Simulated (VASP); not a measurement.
# TiB (relaxed from the rock salt structure, space group Fm-3m): computed properties

The numbers are results of PBE GGA, VASP's PBE PAW potentials (set 64) (plane waves; VASP), not measurements.

```yaml
space_group: Fm-3m (225)
cell: a = 4.5324 Å, b = 4.5324 Å, c = 4.5324 Å, α = 90.00°, β = 90.00°, γ = 90.00°
volume_per_atom: 11.64 Å^3/atom
band gap (over mesh and band path): none (metal, semimetal or under 0.01 eV)
density: 4.19 g/cm³
```

```xyz
2
Lattice="0.0000 2.2662 2.2662 2.2662 0.0000 2.2662 2.2662 2.2662 0.0000" Properties=species:S:1:pos:R:3 pbc="T T T"
Ti     0.0000     0.0000     0.0000
B      2.2662     2.2662     2.2662
```

The structure was generated: TiB was put into the rock salt type (Fm-3m), which need not be its known phase. It was relaxed first, which changed the volume by -36 %. Symmetry was kept, so distortions that lower it aren't found. The electron count is odd and the run is not spin-polarised, which forces a metal.
